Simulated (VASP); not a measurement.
All values below come from PBEsol GGA, VASP's PBE PAW potentials (set 64) (plane waves; VASP). For the alloy's cell: Run with 400 eV cut-off, 15×15×4 Γ-centred mesh, tetrahedra with Blöchl corrections, potentials Pd Ir.

```csv
end member,E (eV/atom),V (Å³/atom),gap (eV)
Ir (fcc),-9.8195,14.08,0.00
Pd (fcc),-5.9608,14.51,0.00
```

An ordered cell with a fraction 0.75 of the second end member relaxes to

Space group R-3m, hexagonal axes (No. 166); a = b = 2.7306 Å, c = 26.6351 Å, α = β = 90.00°, γ = 120.00°

```json
[
 {"atom": "Pd", "site": "6c", "symmetry": "3m", "x": "0.0000", "y": "0.0000", "z": "0.2489"},
 {"atom": "Pd", "site": "3a", "symmetry": "-3m", "x": "0.0000", "y": "0.0000", "z": "0.0000"},
 {"atom": "Ir", "site": "3b", "symmetry": "-3m", "x": "0.0000", "y": "0.0000", "z": "0.5000"}
]
```
(The calculation used a cell of 4 atoms; values per cell refer to that cell.)

Unless said otherwise, spin-orbit coupling is left out, though it shifts the bands of the heavy elements here.

Estimate the mixing energy, the deviation from a linear volume and the gap.

Its energy is -6.8813 eV/atom, so the mixing energy is 44 meV/atom. The volume of 14.33 Å³/atom lies -0.5 % from the linear mean. The cell is without a gap at this level.
